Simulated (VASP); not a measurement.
OSZICAR of a VASP run on MoSi₂ (MoSi2 type):

File OSZICAR:
```
       N       E                     dE             d eps       ncg     rms          rms(c)
DAV:   1     0.970418627830E+02    0.97042E+02   -0.99733E+03  4986   0.114E+03
DAV:   2    -0.219674968694E+02   -0.11901E+03   -0.11748E+03  6157   0.297E+02
DAV:   3    -0.241579408949E+02   -0.21904E+01   -0.21400E+01  6612   0.369E+01
DAV:   4    -0.241674944098E+02   -0.95535E-02   -0.95529E-02  5660   0.288E+00
DAV:   5    -0.241675804773E+02   -0.86068E-04   -0.86062E-04  6584   0.241E-01    0.213E+01
DAV:   6    -0.234196801465E+02    0.74790E+00   -0.75392E+00  5730   0.187E+01    0.466E+00
DAV:   7    -0.232917609501E+02    0.12792E+00   -0.11422E+00  5501   0.681E+00    0.445E+00
DAV:   8    -0.232569482532E+02    0.34813E-01   -0.12101E-01  5849   0.288E+00    0.453E-01
DAV:   9    -0.232562607035E+02    0.68755E-03   -0.22214E-03  6045   0.417E-01    0.251E-01
DAV:  10    -0.232562222911E+02    0.38412E-04   -0.71317E-04  5884   0.249E-01    0.567E-02
DAV:  11    -0.232562090403E+02    0.13251E-04   -0.27076E-04  5814   0.130E-01    0.413E-02
DAV:  12    -0.232562035529E+02    0.54874E-05   -0.29541E-05  5507   0.399E-02    0.941E-03
DAV:  13    -0.232562031153E+02    0.43760E-06   -0.10257E-06  3412   0.679E-03
   1 F= -.23256203E+02 E0= -.23256046E+02  d E =-.470696E-03
```

### Question
Which electronic solver shows in the log?

### Answer
It is blocked Davidson (ALGO = Normal, or the opening steps of other solvers). The INCAR had ALGO = Normal.

### Question
Can the final energy be trusted as converged?

### Answer
Self-consistency was reached. It stopped with EDIFF = 1E-6, NELM = 100 (PBE GGA, plane waves, VASP's PBE PAW potentials (set 64)).

The compound is MoSi2 in the MoSi2 type structure. The cell was not relaxed at this level.
